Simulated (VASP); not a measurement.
Cr2O3 (Eskolaite):

```
CELL_PARAMETERS angstrom
2.47850 1.43096 4.53077
-2.47850 1.43096 4.53077
0.00000 -2.86193 4.53077
ATOMIC_POSITIONS crystal
Cr 0.34748 0.34748 0.34748
Cr 0.15252 0.15252 0.15252
Cr 0.65252 0.65252 0.65252
Cr 0.84748 0.84748 0.84748
O 0.55580 0.94420 0.25000
O 0.25000 0.55580 0.94420
O 0.94420 0.25000 0.55580
O 0.44420 0.05580 0.75000
O 0.75000 0.44420 0.05580
O 0.05580 0.75000 0.44420
```

| Property | Result |
| --- | --- |
| Program | VASP 6.6.1 |
| Task | relaxation of cell and atoms |
| Functional | PBE |
| Potentials or basis | VASP PAW PBE potentials, release 64 (Cr_pv, O) |
| Cutoff | 600 eV |
| k mesh | 9 × 9 × 9 |
| Occupations | methfessel-paxton, width 0.1 eV |
| Spin | collinear spin, ferromagnetic start |
| Starting moments | [3.0, 3.0, 3.0, 3.0, 0.0, 0.0, 0.0, 0.0, 0.0, 0.0] μB |

At the start: pressure 7.8 GPa; volume 9.64 Å³/atom.

Task: How do energy, volume and symmetry change on relaxing?

Result: Over 9 steps the energy falls by 12.8 meV/atom and the volume is 9.96 Å³/atom (+3.3 %); space group R-3c (No. 167, to 0.05 Å); moment 12.00 μB per cell.

The path:
```
step  energy change (eV)  largest force (eV/Å)  pressure (GPa)  volume (Å³)
   1              0.0000                0.6483            7.84        96.41
   2             -0.0255                0.2438           -7.33       103.15
   3             -0.1048                0.2141           -0.84        99.92
   4             -0.1211                0.0892           -0.29        99.69
   5             -0.1248                0.0596            0.12        99.51
   6             -0.1279                0.0283            0.05        99.56
   7             -0.1279                0.0306           -0.01        99.57
   8             -0.1279                0.0311           -0.02        99.57
   9             -0.1282                0.0031            0.00        99.56
```

Final structure:
```xyz
10
Lattice="2.5169 1.4531 4.5368 -2.5169 1.4531 4.5368 0.0000 -2.9063 4.5368" Properties=species:S:1:pos:R:3 pbc="T T T"
Cr    0.0000    0.0000    4.7652
Cr    0.0000    0.0000    2.0400
Cr    0.0000    0.0000    8.8452
Cr    0.0000    0.0000   11.5704
O    -0.9995    1.4531    7.9394
O    -0.7587   -1.5922    7.9394
O     1.7582    0.1390    7.9394
O     0.9995   -1.4531    5.6710
O     0.7587    1.5922    5.6710
O    -1.7582   -0.1390    5.6710
```

Caveat: only a ferromagnetic start was run, and an antiferromagnetic order may lie lower in energy.
